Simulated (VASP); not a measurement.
Data:

```xyz
3
Lattice="0.0000 2.6897 2.6897 2.6897 0.0000 2.6897 2.6897 2.6897 0.0000" Properties=species:S:1:pos:R:3 pbc="T T T"
Cd     0.0000     0.0000     0.0000
F      1.3449     1.3449     1.3449
F      4.0346     4.0346     4.0346
```

Method: r2SCAN+rVV10, VASP's PBE PAW potentials (set 64) (plane waves; VASP 6.6.1). Numerical set-up: 520 eV cut-off, 8×8×8 Γ-centred mesh, tetrahedra with Blöchl corrections, potentials Cd F.

Problem. Give the energies of bands 3 to 14 at the high-symmetry points, in eV from the valence-band maximum.

Solution. 
```
band      Γ      X      U      L      W
----  -----  -----  -----  -----  -----
3     -5.64  -5.42  -5.21  -5.28  -5.04
4     -5.64  -4.64  -4.77  -5.28  -4.66
5     -5.64  -4.64  -4.46  -4.30  -4.63
6     -4.37  -4.25  -4.44  -4.30  -4.48
7     -4.37  -4.07  -4.35  -4.11  -4.48
8     -1.01  -3.05  -3.35  -2.74  -3.46
9     -1.01  -3.01  -2.56  -2.33  -2.61
10    -1.01  -3.01  -2.33  -1.88  -1.54
11    -0.49  -0.53  -0.97  -1.88  -1.54
12    -0.49  -0.09  -0.36  -0.40  -0.62
13    -0.49  -0.09  -0.20  -0.40   0.00
14     3.69   8.90   8.85   8.00   8.97
```

The gap is indirect, 3.70 eV, from the valence maximum at W to the conduction minimum at Γ.

Measured: gap 7.80 eV (computed value off by -4.10 eV), as given by Giancarlo Cappellini et al., Physical Review B (2013), arXiv:1302.2571.

The compound is CdF2 in the fluorite structure. It was relaxed first.
